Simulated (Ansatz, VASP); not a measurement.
## Cross-check of Ba8SnP30O85 (glassy 62P2O5-33BaO-4SnO2 (mol %)) between VASP and Ansatz

One calculation is typed for both programs; each brings its own data sets. How far apart do they land? Of the first pair: The structure shown is the start of the Ansatz relaxation below; VASP solves that cell, so the two are compared at the walk's first step.

Calculated with Ansatz 0.2.0; plane waves, with VASP 6.6.1 beside it; single point at PBE.

## 1. Starting point

The cell holds 124 atoms: 30 P, 8 Ba, 1 Sn and 85 O. Its edges and angles: a = 12.323 Å, b = 12.323 Å, c = 12.323 Å, α = 90.0°, β = 90.0°, γ = 90.0°. As first built, before any earlier steps moved the atoms (in the runner's words): 124 atoms (30 P, 8 Ba, 1 Sn, 85 O) placed at random at 3.14 g/cm^3, melted at 4000 K for 10 ps at fixed volume with the Morse and Coulomb pair potential with partial charges (Pedone, Malavasi, Menziani, Cormack and Segre, J. Phys. Chem. B 110, 11780 (2006)). Quenched from 4000 K to 300 K at 50 K/ps and fixed volume, held 10 ps at zero pressure.

## 2. Ansatz: relaxation, PBE

Ansatz runs on its default PAW (the set named soft_2) files.

The two programs are compared at the cell with which this relaxation starts, whose forces are those of its first step.

File input.yaml:

```yaml
crystal:
  lattice:
    - [12.32337, 0.0, 0.0]
    - [0.0, 12.32337, 0.0]
    - [0.0, 0.0, 12.32337]
  atoms:
    - { symbol: P, position: [0.52886, 0.71562, 0.44196] }
    - { symbol: P, position: [0.13182, 0.25624, 0.47382] }
    - { symbol: P, position: [0.03136, 0.36356, 0.67854] }
    - { symbol: P, position: [0.33284, 0.26784, 0.20536] }
    - { symbol: P, position: [0.23633, 0.75054, 0.83552] }
    - { symbol: P, position: [0.77557, 0.02121, 0.20218] }
    - { symbol: P, position: [0.42325, 0.4331, 0.67484] }
    - { symbol: P, position: [0.62228, 0.75189, 0.6747] }
    - { symbol: P, position: [0.50453, 0.15639, 0.48524] }
    - { symbol: P, position: [0.19869, 0.5697, 0.42686] }
    - { symbol: P, position: [0.91798, 0.98687, 0.39436] }
    - { symbol: P, position: [0.36175, 0.36816, 0.4395] }
    - { symbol: P, position: [0.24288, 0.16806, 0.87593] }
    - { symbol: P, position: [0.83948, 0.52347, 0.06324] }
    - { symbol: P, position: [0.22631, 0.63676, 0.19128] }
    - { symbol: P, position: [0.55275, 0.22665, 0.72072] }
    - { symbol: P, position: [0.48223, 0.0871, 0.92745] }
    - { symbol: P, position: [0.60664, 0.83723, 0.2337] }
    - { symbol: P, position: [0.15648, 0.74258, 0.60149] }
    - { symbol: P, position: [0.76281, 0.94978, 0.72301] }
    - { symbol: P, position: [0.7034, 0.87227, 0.94999] }
    - { symbol: P, position: [0.48316, 0.76223, 0.89698] }
    - { symbol: P, position: [0.61848, 0.4382, 0.14612] }
    - { symbol: P, position: [0.87832, 0.69164, 0.24647] }
    - { symbol: P, position: [0.98684, 0.31263, 0.27401] }
    - { symbol: P, position: [0.47672, 0.51758, 0.96695] }
    - { symbol: P, position: [0.14631, 0.41263, 0.11751] }
    - { symbol: P, position: [0.58919, 0.47846, 0.39415] }
    - { symbol: P, position: [0.6574, 0.20127, 0.077] }
    - { symbol: P, position: [0.41557, 0.90706, 0.09734] }
[... 88 atom lines left out ...]
    - { symbol: O, position: [0.29959, 0.9101, 0.13798] }
    - { symbol: O, position: [0.63563, 0.74864, 0.15991] }
    - { symbol: O, position: [0.97865, 0.65388, 0.30858] }
    - { symbol: O, position: [0.49421, 0.88906, 0.19804] }
    - { symbol: O, position: [0.21138, 0.63229, 0.31932] }
    - { symbol: O, position: [0.80296, 0.80021, 0.9599] }
kpoints:
  mp_grid: { grid: [1, 1, 1] }
hamiltonian:
  xc: pbe
scf:
  occupations: { method: fermi_dirac, width: 0.05 }
output:
  forces: true
relax:
  f_tol: 0.05
  max_steps: 150
  cell: {}
```

Run with:

```sh
$ ansatz run input.yaml --threads 4 --pin off --max-ram 8192MiB --backend cpu --events-out ev --progress --plain --runs-dir out
```

Numbers of over 12 decimals in the logs are rounded to 6 here.

The log of the run:

```text
Engine: ansatz 0.2.0, x86_64-unknown-linux-gnu
Pseudopotentials: kind: paw
Pseudopotential: P, paw, valence charge 5, recommended cutoff 420 eV (normal), P.paw.azcp
Pseudopotential: Ba, paw, valence charge 10, recommended cutoff 420 eV (normal), Ba.paw.azcp
Pseudopotential: Sn, paw, valence charge 14, recommended cutoff 420 eV (normal), Sn.paw.azcp
Pseudopotential: O, paw, valence charge 6, recommended cutoff 420 eV (normal), O.paw.azcp
Functional definition: PBE
  parameter kappa = 0.804
  parameter beta = 0.066725
  exchange = pbe_x(kappa = kappa, mu = beta*pi^2/3)
  correlation = pbe_c(beta = beta)
Crystal: 124 atoms, lattice volume = 1871.494 Å³
Basis set: ecut = 420 eV, 36449 PW (Γ), exchange–correlation on 180×180×180 points (8 copies of the dense FFT grid, shifted against one another)
Bands: 501, of which v1, the nominal top of the filled ones, is band 377 counted from 1 (376 counted from 0)
Symmetry: 1 space group operations
Space group: P1 (ITA 1), of the structure as read, at distance tolerance 1.2e-4 Å
k-points: 1
Non-local potential: P, projectors of the file, l = 0: 2, l = 1: 2, l = 2: 2
Non-local potential: Ba, projectors of the file, l = 0: 3, l = 1: 2, l = 2: 2, l = 3: 2
Non-local potential: Sn, projectors of the file, l = 0: 2, l = 1: 2, l = 2: 2, l = 3: 2
Non-local potential: O, projectors of the file, l = 0: 2, l = 1: 2, l = 2: 1
PAW form: soft (Blöchl's): semilocal exchange-correlation on the pseudo side does not see the compensation charge
PAW one-centre angular grid: P, 110 points (default); XC on 64 Gauss nodes
PAW one-centre angular grid: Ba, 194 points (default); XC on 64 Gauss nodes
PAW one-centre angular grid: Sn, 590 points (default); XC on 64 Gauss nodes
PAW one-centre angular grid: O, 110 points (default); XC on 64 Gauss nodes
Initial density: superposition of atomic densities (neutral atoms: chi_scale 0, normalization atom), corrected by the library's trained network
Initial wavefunctions: pseudopotential atomic-orbital guess
Functional: x = pbe(κ = 0.804, μ = 0.219515), c = pbe(β = 0.066725)
SCF iter   1: F=—  HF=-124565.931071 eV  |F-HF|=—  |Δ(HF+E_count)|=         —  Δρ=6.16e-3  dr2=1.40e0  ethr=1.77e-3  ⟨swp⟩=8.0  Hψ=2841  notcnv=0  defer=107
preconditioner: auto → Resta (q_TF=auto, 2.345 Å⁻¹)  ε∞=3.2  [insulator: Δε(μ)=1.468 eV  Ē_g=15.638 eV  σ=0.050 eV  W_gap=1.00  n_scr=436 (ndim 8)  ℏωp=23.3 eV  f_vac=0.181  D(μ)=0.00/eV (n_scr^D=0)  ε∞_Penn≈3.2]
SCF iter   2: F=—  HF=-124565.588299 eV  |F-HF|=—  |Δ(HF+E_count)|=   3.43e-1  Δρ=3.18e-3  dr2=2.92e-1  ethr=1.86e-4  ⟨swp⟩=3.0  Hψ=896  notcnv=0  defer=116
SCF iter   3: F=—  HF=-124565.515662 eV  |F-HF|=—  |Δ(HF+E_count)|=   7.26e-2  Δρ=1.25e-3  dr2=6.31e-2  ethr=3.87e-5  ⟨swp⟩=3.0  Hψ=868  notcnv=0  defer=116
SCF iter   4: F=—  HF=-124565.503515 eV  |F-HF|=—  |Δ(HF+E_count)|=   1.21e-2  Δρ=1.39e-3  dr2=6.16e-2  ethr=8.37e-6  ⟨swp⟩=3.0  Hψ=713  notcnv=0  defer=116
SCF iter   5: F=—  HF=-124565.518561 eV  |F-HF|=—  |Δ(HF+E_count)|=   1.50e-2  Δρ=1.78e-3  dr2=1.04e-1  ethr=8.17e-6  ⟨swp⟩=3.0  Hψ=934  notcnv=0  defer=116
SCF iter   6: F=—  HF=-124565.507085 eV  |F-HF|=—  |Δ(HF+E_count)|=   1.15e-2  Δρ=1.06e-3  dr2=5.00e-2  ethr=8.17e-6  ⟨swp⟩=2.0  Hψ=670  notcnv=0  defer=116
SCF iter   7: F=—  HF=-124565.501080 eV  |F-HF|=—  |Δ(HF+E_count)|=   6.00e-3  Δρ=6.85e-4  dr2=1.90e-2  ethr=6.64e-6  ⟨swp⟩=2.0  Hψ=415  notcnv=0  defer=116
SCF iter   8: F=—  HF=-124565.498948 eV  |F-HF|=—  |Δ(HF+E_count)|=   2.13e-3  Δρ=1.11e-4  dr2=4.08e-4  ethr=2.52e-6  ⟨swp⟩=2.0  Hψ=665  notcnv=0  defer=116
SCF iter   9: F=—  HF=-124565.498917 eV  |F-HF|=—  |Δ(HF+E_count)|=   3.14e-5  Δρ=2.98e-5  dr2=1.75e-5  ethr=5.41e-8  ⟨swp⟩=3.0  Hψ=874  notcnv=0  defer=116
SCF iter  10: F=—  HF=-124565.503147 eV  |F-HF|=—  |Δ(HF+E_count)|=   4.23e-3  Δρ=1.77e-5  dr2=1.14e-5  ethr=2.32e-9  ⟨swp⟩=3.0  Hψ=896  notcnv=0  defer=116
SCF iter  11: F=—  HF=-124565.503147 eV  |F-HF|=—  |Δ(HF+E_count)|=   2.83e-7  Δρ=9.74e-6  dr2=3.60e-6  ethr=1.51e-9  ⟨swp⟩=2.0  Hψ=670  notcnv=0  defer=116
SCF iter  12: F=—  HF=-124565.503147 eV  |F-HF|=—  |Δ(HF+E_count)|=   3.03e-7  Δρ=3.39e-6  dr2=3.47e-7  ethr=4.77e-10  ⟨swp⟩=3.0  Hψ=693  notcnv=0  defer=116
SCF iter  13: F=-124565.503147 eV  HF=-124565.503147 eV  |F-HF|=6.97e-8  |Δ(HF+E_count)|=   1.08e-8  Δρ=1.65e-6  dr2=9.04e-8  ethr=1.33e-11  ⟨swp⟩=6.0  Hψ=1569  notcnv=0
SCF 1 converged in 13 iterations: F = -124565.503147 eV  dr2 = 9.04e-8
  greatest PAW one-centre occupation: 0.996 electrons in one spin orbital (limit 2), on the Sn atom at site 38 (counted from 0), in its partial waves of l = 2
relax step   1: F+E_penalty+E_count = -124565.50314675 eV  Δ(F+E_penalty+E_count) = +0.000e0 eV  max|allowed force component| = 5.347e0 eV/Å  Δτ_max = 0.0000 Å  P = +2.470 GPa  Ω = 1871.494 Å³  (13 SCF iters, dr2 threshold 1.00e-7 eV, accepted)
Crystal: 124 atoms, lattice volume = 1853.146 Å³
[...]
- { symbol: P, position: [0.618954, 0.833924, 0.228030] }
    - { symbol: P, position: [0.165802, 0.742816, 0.615546] }
    - { symbol: P, position: [0.764586, 0.938970, 0.711958] }
    - { symbol: P, position: [0.695170, 0.869824, 0.940605] }
    - { symbol: P, position: [0.470239, 0.797154, 0.900167] }
    - { symbol: P, position: [0.610935, 0.445491, 0.134413] }
    - { symbol: P, position: [0.928162, 0.685473, 0.162099] }
    - { symbol: P, position: [0.988687, 0.318247, 0.299741] }
    - { symbol: P, position: [0.465975, 0.521168, 0.957622] }
    - { symbol: P, position: [0.162771, 0.426677, 0.154502] }
    - { symbol: P, position: [0.579794, 0.490826, 0.391987] }
    - { symbol: P, position: [0.660418, 0.193050, 0.053432] }
    - { symbol: P, position: [0.421451, 0.909496, 0.121121] }
    - { symbol: Ba, position: [0.113204, 0.913831, 0.110499] }
    - { symbol: Ba, position: [0.705281, 0.457388, 0.741792] }
    - { symbol: Ba, position: [0.970628, 0.209532, 1.004051] }
    - { symbol: Ba, position: [0.951374, 0.694839, 0.860448] }
    - { symbol: Ba, position: [0.903610, 0.625345, 0.416426] }
    - { symbol: Ba, position: [0.264606, 0.970342, 0.398969] }
    - { symbol: Ba, position: [0.042844, 0.023395, 0.680922] }
    - { symbol: Ba, position: [0.786924, 0.213186, 0.493662] }
    - { symbol: Sn, position: [0.218217, 0.452977, 0.883558] }
    - { symbol: O, position: [0.171485, 0.094089, 0.984121] }
    - { symbol: O, position: [0.595548, 0.192652, 0.437244] }
    - { symbol: O, position: [0.436385, 0.295393, 0.729350] }
    - { symbol: O, position: [0.201454, 0.631551, 0.884276] }
    - { symbol: O, position: [0.999158, 0.243081, 0.770983] }
    - { symbol: O, position: [0.902710, 0.585337, 0.065717] }
    - { symbol: O, position: [0.540815, 0.130891, 0.815711] }
    - { symbol: O, position: [0.534248, 0.617864, 0.386078] }
    - { symbol: O, position: [0.367567, 0.146384, 0.907943] }
    - { symbol: O, position: [0.717726, 0.916971, 0.228982] }
    - { symbol: O, position: [0.122228, 0.447826, 1.036938] }
    - { symbol: O, position: [0.238991, 0.667275, 0.531571] }
    - { symbol: O, position: [0.683329, 0.479300, 0.448531] }
    - { symbol: O, position: [0.454005, 0.032687, 0.442378] }
    - { symbol: O, position: [0.136838, 0.833977, 0.863097] }
    - { symbol: O, position: [0.034587, 0.964998, 0.309665] }
    - { symbol: O, position: [0.408983, 0.787597, 0.427384] }
    - { symbol: O, position: [0.419305, 0.246721, 0.136325] }
    - { symbol: O, position: [0.677324, 0.672778, 0.711914] }
    - { symbol: O, position: [0.825035, 0.697970, 0.231054] }
    - { symbol: O, position: [0.511052, 0.506193, 0.086896] }
    - { symbol: O, position: [0.869340, 0.372753, 0.090670] }
    - { symbol: O, position: [0.493513, 0.124131, 0.617477] }
    - { symbol: O, position: [0.209152, 0.719018, 0.116630] }
[...]
- { symbol: O, position: [0.488825, 0.414530, 0.437221] }
    - { symbol: O, position: [0.689815, 0.125699, 0.167862] }
    - { symbol: O, position: [0.318610, 0.904683, 0.188352] }
    - { symbol: O, position: [0.621815, 0.729147, 0.166680] }
    - { symbol: O, position: [1.016474, 0.637338, 0.233649] }
    - { symbol: O, position: [0.516271, 0.915843, 0.207774] }
    - { symbol: O, position: [0.219360, 0.681444, 0.327015] }
    - { symbol: O, position: [0.790928, 0.793449, 0.948610] }
```

## 3. VASP: single point, PBE, start cell, pair 1

The same cell, functional, mesh and smearing now go to VASP, with its own data sets.

Lines of VASP's logs that name or quote its potential files are left out, and so is its time.

File INCAR:

```
SYSTEM = Ba8SnP30O85
PREC = Accurate
ENCUT = 520
EDIFF = 1E-06
NELM = 120
ISMEAR = -1
SIGMA = 0.05
LREAL = Auto
ALGO = Normal
GGA = PE
NBANDS = 464
LORBIT = 11
LWAVE = .FALSE.
LCHARG = .FALSE.
ISIF = 2
LASPH = .TRUE.
GGA_COMPAT = .FALSE.
EFERMI = MIDGAP
NCORE = 4
```

File POSCAR:

```
Ba8SnP30O85
1.0
   12.3233700000      0.0000000000      0.0000000000
    0.0000000000     12.3233700000      0.0000000000
    0.0000000000      0.0000000000     12.3233700000
P Ba Sn O
30 8 1 85
Direct
    0.5288569604      0.7156159395      0.4419570296
    0.1318227076      0.2562367275      0.4738233129
    0.0313631742      0.3635612661      0.6785400422
    0.3328391503      0.2678406962      0.2053577877
    0.2363314580      0.7505414509      0.8355182065
    0.7755670730      0.0212117302      0.2021768396
    0.4232527304      0.4331039318      0.6748397557
    0.6222810806      0.7518884850      0.6747018064
    0.5045291994      0.1563939085      0.4852406444
    0.1986875343      0.5696980615      0.4268637556
    0.9179794163      0.9868729090      0.3943564139
    0.3617516962      0.3681622803      0.4394982866
    0.2428799914      0.1680627945      0.8759292304
    0.8394781622      0.5234688239      0.0632375722
    0.2263098487      0.6367576402      0.1912788466
    0.5527465296      0.2266506646      0.7207200628
    0.4822301043      0.0871027974      0.9274492286
    0.6066360095      0.8372304005      0.2337023071
    0.1564831698      0.7425809661      0.6014913128
    0.7628108220      0.9497807824      0.7230083979
    0.7034033710      0.8722695172      0.9499917636
    0.4831632906      0.7622265663      0.8969786674
    0.6184834181      0.4381999404      0.1461207446
    0.8783230561      0.6916371090      0.2464666727
    0.9868404503      0.3126336384      0.2740078404
    0.4767202478      0.5175775782      0.9669514102
    0.1463073818      0.4126306359      0.1175084413
    0.5891894831      0.4784567858      0.3941535473
    0.6574013440      0.2012679973      0.0770000414
    0.4155681441      0.9070570794      0.0973435026
[... 88 atom lines left out ...]
    0.2995933742      0.9101000781      0.1379817371
    0.6356297019      0.7486426197      0.1599075578
    0.9786527549      0.6538795800      0.3085763066
    0.4942073475      0.8890587558      0.1980383613
    0.2113788680      0.6322864606      0.3193201210
    0.8029621767      0.8002113058      0.9598997677
```

File KPOINTS:

```
Automatic mesh
0
Gamma
1 1 1
0 0 0
```

PAW data sets: P, Ba_sv, Sn_d and O (PBE family, release 64).

Run with:

```sh
$ mpirun -np 16 vasp_gam
```

The log of the run:

```text
[banner, memory and clock lines left out]
running   16 mpi-ranks, on    1 nodes
[...]
LDA part: xc-table for (Slater+PW92), standard interpolation
 POSCAR, INCAR and KPOINTS ok, starting setup
[...]
entering main loop
       N       E                     dE             d eps       ncg     rms          rms(c)
DAV:   1     0.819042980894E+04    0.81904E+04   -0.44058E+05   928   0.164E+03
DAV:   2    -0.185866669115E+03   -0.83763E+04   -0.80698E+04  1136   0.410E+02
DAV:   3    -0.966067506260E+03   -0.78020E+03   -0.77183E+03  1080   0.143E+02
DAV:   4    -0.996230401425E+03   -0.30163E+02   -0.29981E+02  1232   0.298E+01
[...]
DAV:  18    -0.857334256532E+03    0.36220E-05   -0.14882E-04  1256   0.292E-02    0.166E-02
DAV:  19    -0.857334258899E+03   -0.23672E-05   -0.27954E-05  1072   0.874E-03    0.194E-02
DAV:  20    -0.857334258339E+03    0.55962E-06   -0.11261E-06   712   0.257E-03
   1 F= -.85733426E+03 E0= -.85731646E+03  d E =-.356066E-01
```

From OUTCAR (step 3):

```text
  FREE ENERGIE OF THE ION-ELECTRON SYSTEM (eV)
  ---------------------------------------------------
  free  energy   TOTEN  =      -857.3342583392 eV

  energy  without entropy=     -857.2986517489  energy(sigma->0) =     -857.31645504

[... 1 further part left out ...]
```

Harder data sets than Ba_sv exist (the GW ones), and pressures, volumes and forces can shift noticeably with them.

## 4. Side by side

Known differences besides the potentials themselves: the cutoff is 420 eV in Ansatz and 520 eV in VASP (PREC = Accurate, projectors in real space). Total energies have different zeros and are not compared.

Forces on 9 of the 124 atoms, those with the largest forces and the largest differences (eV/Å; atoms numbered as in POSCAR):

| atom | Ansatz x, y, z | VASP x, y, z |
| --- | --- | --- |
| P7 | 2.386, 3.471, 0.709 | 2.223, 3.314, 0.636 |
| P10 | -3.028, -3.802, 0.099 | -2.886, -3.697, 0.108 |
| P14 | 5.003, -2.290, 0.253 | 4.846, -2.207, 0.280 |
| P17 | -2.443, -5.347, -1.896 | -2.445, -5.116, -1.810 |
| P26 | -1.550, -3.327, -4.250 | -1.569, -3.237, -4.167 |
| O40 | -0.929, -0.628, 1.247 | -0.711, -0.644, 1.188 |
| O70 | 4.074, -0.129, 2.801 | 3.971, -0.134, 2.754 |
| O111 | 0.592, 3.575, 3.182 | 0.545, 3.463, 3.096 |
| O116 | -3.062, -1.147, -4.704 | -2.926, -1.083, -4.598 |

The forces differ by 65 meV/Å r.m.s., which is 4.4 % of the r.m.s. force of 1.467 eV/Å (both taken over all components).

(Continued in part 2 of 2.)

[Lines on the potential files, build, host, timing and source positions are cut from VASP's logs without a mark.]

[Logs are printed without paths, hosts, clocks, repeated set-up lines and the standing remarks that a program may print on its own settings, such as how far it seeks lower states.]

[Hosts, paths, dates, database ids (printed as entryN), source tags and the programs' standing remarks are cut or masked in the printed files.]
